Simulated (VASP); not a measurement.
# CoSi2: structure and properties in VASP, part 8 of 8

Wanted: the relaxed cell of CoSi2 and its properties. The start is a cell from a database of measured crystal structures.

VASP 6.6.1, plane waves and PAW; the level of theory is named at each step.

Still holding for the runs below: This run allows spin, but its moments start at zero, where symmetry between the spins tends to hold them, which is where the search above led. Its electron count is odd, so without a moment it is a metal by construction. A U on the itinerant d states of such a compound is hard to justify; it moves the bands at the Fermi level.

So far. Step 10 (Total and projected DOS (PBE + U)): The finer mesh and the other smearing move the Fermi level by -0.16 eV from the 6×6×6 run, one measure of the sampling error in the zero of the bands above. Of the states within 0.3 eV of the Fermi level, the largest shares in the PAW spheres are Co d 38 %, Si p 16 % and Co p 13 %. The rest lies in smaller channels or between the spheres. The relaxed cell has a = 5.309 Å (conventional setting).

**12. Optical spectrum (PBE + U)**

Level of this step: PBE, DFT+U (Co d 4 eV), zero-moment start; plane waves and PAW (Co, Si) (VASP).

LOPTICS sums transitions from filled to empty bands. NBANDS is raised for it.

INCAR

```
SYSTEM = CoSi2
PREC = Accurate
ENCUT = 400
EDIFF = 1E-06
NELM = 100
ISMEAR = 0
SIGMA = 0.05
LREAL = .FALSE.
ALGO = Normal
GGA = PE
NBANDS = 32
ISPIN = 2
MAGMOM = 0 -0 -0
LDAU = .TRUE.
LDAUTYPE = 2
LDAUL = 2 -1
LDAUU = 4 0
LDAUJ = 0 0
LDAUPRINT = 1
LASPH = .TRUE.
LMAXMIX = 4
LORBIT = 11
LWAVE = .FALSE.
LCHARG = .FALSE.
KPAR = 8
LOPTICS = .TRUE.
NEDOS = 1500
CSHIFT = 0.1
```

POSCAR

```
CoSi2
1.0
    0.0000000000      2.6544471679      2.6544471679
    2.6544471679      0.0000000000      2.6544471679
    2.6544471679      2.6544471679      0.0000000000
Co Si
1 2
Direct
    0.0000000000      0.0000000000      0.0000000000
    0.2500000000      0.2500000000      0.2500000000
    0.7500000000      0.7500000000      0.7500000000
```

KPOINTS

```
Automatic mesh
0
Gamma
9 9 9
0 0 0
```

PAW data sets: Co and Si (PBE family, release 64).

Run with:

```console
$ mpirun -np 8 vasp_std
```

What it wrote:

```text
[... set-up lines as in an earlier step ...]
 entering main loop
       N       E                     dE             d eps       ncg     rms          rms(c)
DAV:   1     0.697294955231E+02    0.69729E+02   -0.45676E+03  4568   0.414E+02
DAV:   2    -0.108368025651E+02   -0.80566E+02   -0.68182E+02  4832   0.123E+02
DAV:   3    -0.165177468495E+02   -0.56809E+01   -0.54663E+01  5528   0.326E+01
DAV:   4    -0.165924141029E+02   -0.74667E-01   -0.74590E-01  5176   0.366E+00
DAV:   5    -0.165937358783E+02   -0.13218E-02   -0.13217E-02  5992   0.444E-01    0.131E+01
DAV:   6    -0.178856551087E+02   -0.12919E+01   -0.58401E+00  5856   0.345E+01    0.108E+01
DAV:   7    -0.158995228847E+02    0.19861E+01   -0.26229E+00  5728   0.270E+01    0.426E+00
DAV:   8    -0.158229970156E+02    0.76526E-01   -0.11249E-01  5560   0.229E+00    0.583E-01
DAV:   9    -0.158229578379E+02    0.39178E-04   -0.82591E-03  6944   0.584E-01    0.334E-01
DAV:  10    -0.158237089369E+02   -0.75110E-03   -0.95269E-04  5552   0.200E-01    0.629E-02
DAV:  11    -0.158237151155E+02   -0.61786E-05   -0.69751E-05  5608   0.519E-02    0.208E-02
DAV:  12    -0.158237225094E+02   -0.73939E-05   -0.91935E-06  5200   0.179E-02    0.632E-03
DAV:  13    -0.158237224269E+02    0.82521E-07   -0.83172E-07  5008   0.445E-03
   1 F= -.15823722E+02 E0= -.15823111E+02  d E =-.122303E-02  mag=    -0.0000
 optical routines
 imaginary and real dielectric function
 recalculating local potential from charge density
 direction            1
 direction            2
 direction            3
```

Wall time 14 s (8 MPI ranks of Intel Xeon Platinum 8259CL at 2.50GHz (Skylake/Cascade Lake), shared host); peak memory 1.7 GiB; 84 s of CPU time.

From OUTCAR (step 12):

```text
   k-points           NKPTS =     35   k-points in BZ     NKDIM =     35   number of bands    NBANDS=     32

   NELECT =      17.0000    total number of electrons

atom =   1  type =  1  l = 2

 onsite density matrix

spin component  1

  0.7507  0.0000  0.0000  0.0000  0.0000
  0.0000  0.7507 -0.0000 -0.0000  0.0000
  0.0000 -0.0000  0.8387 -0.0000  0.0000
  0.0000 -0.0000 -0.0000  0.7507  0.0000
  0.0000  0.0000  0.0000  0.0000  0.8387

spin component  2

 occupancies and eigenvectors

  o =  0.7507  v =  1.0000  0.0000  0.0000  0.0000  0.0000  0.0000  0.0000  0.0000  0.0000  0.0000      0.0000  0.0000  0.0000  0.0000  0.0000  0.0000  0.0000  0.0000  0.0000  0.0000
  o =  0.7507  v =  0.0000  0.0787 -0.0000 -0.9969 -0.0000  0.0000  0.0000  0.0000  0.0000  0.0000      0.0000  0.0000  0.0000  0.0000  0.0000  0.0000  0.0000  0.0000  0.0000  0.0000
  o =  0.7507  v =  0.0000 -0.9969  0.0000 -0.0787 -0.0000  0.0000  0.0000  0.0000  0.0000  0.0000      0.0000  0.0000  0.0000  0.0000  0.0000  0.0000  0.0000  0.0000  0.0000  0.0000
  o =  0.7507  v =  0.0000  0.0000  0.0000  0.0000  0.0000  1.0000  0.0000  0.0000  0.0000  0.0000      0.0000  0.0000  0.0000  0.0000  0.0000  0.0000  0.0000  0.0000  0.0000  0.0000
  o =  0.7507  v =  0.0000  0.0000  0.0000  0.0000  0.0000  0.0000  0.0304 -0.0000 -0.9995  0.0000      0.0000  0.0000  0.0000  0.0000  0.0000  0.0000  0.0000  0.0000  0.0000  0.0000
  o =  0.7507  v =  0.0000  0.0000  0.0000  0.0000  0.0000  0.0000 -0.9995 -0.0000 -0.0304  0.0000      0.0000  0.0000  0.0000  0.0000  0.0000  0.0000  0.0000  0.0000  0.0000  0.0000
  o =  0.8387  v =  0.0000  0.0000  0.0000  0.0000  0.0000  0.0000 -0.0000  0.8399 -0.0000 -0.5427      0.0000  0.0000  0.0000  0.0000  0.0000  0.0000  0.0000  0.0000  0.0000  0.0000
  o =  0.8387  v =  0.0000  0.0000  0.0000  0.0000  0.0000  0.0000 -0.0000 -0.5427 -0.0000 -0.8399      0.0000  0.0000  0.0000  0.0000  0.0000  0.0000  0.0000  0.0000  0.0000  0.0000
  o =  0.8387  v =  0.0000 -0.0000 -0.8520 -0.0000  0.5236  0.0000  0.0000  0.0000  0.0000  0.0000      0.0000  0.0000  0.0000  0.0000  0.0000  0.0000  0.0000  0.0000  0.0000  0.0000
  o =  0.8387  v =  0.0000 -0.0000 -0.5236  0.0000 -0.8520  0.0000  0.0000  0.0000  0.0000  0.0000      0.0000  0.0000  0.0000  0.0000  0.0000  0.0000  0.0000  0.0000  0.0000  0.0000

 E-fermi :  10.2986

 spin component 1
 k-point     1 :       0.0000    0.0000    0.0000
  band No.  band energies     occupation
    ...
      2       5.9897      1.00000
      3       5.9897      1.00000
      4       5.9897      1.00000
      5       7.8678      1.00000
      6       7.8678      1.00000
      7      11.3906      0.00000
      8      13.8100      0.00000
      9      13.8100      0.00000
     10      13.8100      0.00000
     11      13.9802      0.00000
    ...

 k-point     2 :       0.1111    0.0000    0.0000
  band No.  band energies     occupation
    ...
      2       5.5762      1.00000
      3       6.0586      1.00000
      4       6.0586      1.00000
      5       7.8214      1.00000
      6       7.8214      1.00000
      7      11.2396      0.00000
      8      12.2869      0.00000
      9      12.8837      0.00000
     10      12.8837      0.00000
     11      14.8955      0.00000
    ...

  Total        0.0141805      0.0141805      0.0141805     -0.0000000     -0.0000000      0.0000000
  in kB        0.6073649      0.6073649      0.6073649     -0.0000000     -0.0000000      0.0000000
  external PRESSURE =       0.6073649 kB  Pullay stress =       0.0000000 kB

 POSITION                                       TOTAL-FORCE (eV/Angst)
 -----------------------------------------------------------------------------------
      0.00000      0.00000      0.00000         0.000000      0.000000     -0.000000
      1.32722      1.32722      1.32722         0.000000     -0.000000      0.000000
      3.98167      3.98167      3.98167        -0.000000      0.000000     -0.000000
 -----------------------------------------------------------------------------------
    total drift:                               -0.000000      0.000000      0.000000

  FREE ENERGIE OF THE ION-ELECTRON SYSTEM (eV)
  ---------------------------------------------------
  free  energy   TOTEN  =       -15.8237224269 eV

  energy  without entropy=      -15.8224993938  energy(sigma->0) =      -15.82311091

 plasma frequency squared (from intraband transitions) (eV^2)
  --------------------------------------------------------------------------------------
      54.556       0.000      -0.000
       0.000      54.556       0.000
      -0.000       0.000      54.556

 magnetization (x)
# of ion       s       p       d       tot
------------------------------------------
    1        0.000   0.000  -0.000  -0.000
    2        0.000  -0.000   0.000  -0.000
    3        0.000  -0.000   0.000  -0.000
--------------------------------------------------
tot          0.000  -0.000  -0.000  -0.000

[... 7 parts as in an earlier step ...]

[... 9 further parts left out ...]
```

These are independent-particle spectra without excitons or local fields. Fine structure and low peaks depend on the mesh and on CSHIFT. The intraband (Drude) part is not in this spectrum.

Numbers from this step:

```yaml
scf_cycles: 13
bands: 32
irreducible_k_points: 35
free_energy_toten: -15.82 eV
fermi_energy: 10.30 eV
pressure: 0.06074 GPa
```

The imaginary dielectric function, xx has structure finer than the step of the table below, so its rows give means over 1 eV, whole bins alone (the curve runs from 0 to 25.0 eV). Peaks (eV: height): 0.3: 7.73, 1.5: 6.36, 2.8: 13.9, 3.6: 15.2, 4.2: 13.7, 5.7: 19.4, 6.3: 15.8.

The imaginary dielectric function, xx by photon energy; means over each step:

```tsv
photon energy (eV)	imaginary dielectric function, xx
1	3.21
2	5.78
3	12.3
4	11.0
5	10.4
6	15.4
7	9.91
8	6.10
9	3.91
10	2.83
11	1.98
12	1.56
13	1.10
14	0.840
15	0.637
16	0.620
17	0.501
18	0.379
19	0.375
20	0.343
21	0.275
22	0.309
23	0.281
24	0.249
```

Table of real dielectric function, xx by photon energy:

```tsv
photon energy (eV)	real dielectric function, xx
0	20.5
1	14.0
2	16.5
3	11.0
4	8.27
5	5.56
6	-0.332
7	-5.30
8	-3.54
9	-3.96
10	-2.44
11	-2.29
12	-1.89
13	-1.30
14	-1.01
15	-0.814
16	-0.566
17	-0.405
18	-0.241
19	0.0165
20	-0.0485
21	0.162
22	0.229
23	0.187
24	0.289
```

**13. What came out**

| Quantity | Value |
| --- | --- |
| relaxed volume | 12.47 Å³/atom |
| relaxed conventional cell a, b, c | 5.309, 5.309, 5.309 Å |
| space group after relaxing, within 0.02 Å | Fm-3m (No. 225) |
| moment of the cell | 0 μB |
| band gap | none, a metal |
| DOS at the Fermi level | 0.997 states/eV/cell |
| highest zone-centre mode | 334 cm⁻¹ |

In words: With PBE + U, CoSi2 relaxes to 12.47 Å³/atom in space group Fm-3m (held by the symmetry of the run) and comes out as a metal. Against the listed cell the volume lies -3.1 %. At PBE + U the magnetic starts gave no state below the non-magnetic one; other levels were not tested for magnetism. Bands along the symmetry lines (PBE + U): Of the bands kept, 3 cross the Fermi level on this path. Zone-centre phonons (PBE + U): The highest mode in this list at Γ, 333.8 cm⁻¹, has its largest share on Si (51 % of the kinetic energy). The k-sampling is coarse for a metal, so the Fermi level, pressures and the shape of the cell carry errors. With an odd electron count and no spin the cell is a metal by construction. Modes at Γ alone can't show that the crystal is stable at other wave vectors. In such a metal, moments, volume and the states at the Fermi level hinge on the chosen U. No search among competing phases was made, and a listed structure need not be the one stable at ambient conditions. All values are for a static lattice at zero temperature.

[Lines on the potential files, build, host, timing and source positions are cut from VASP's logs without a mark.]

[Logs are printed without paths, hosts, clocks, repeated set-up lines and the standing remarks that a program may print on its own settings, such as how far it seeks lower states.]

[Hosts, paths, dates, database ids (printed as entryN), source tags and the programs' standing remarks are cut or masked in the printed files.]

[A measured line is paired with the nearest computed mode of its activity, which favours agreement.]

[In band tables of VASP the shares of atoms and orbitals are scaled to a sum of 1 inside the atoms' spheres.]
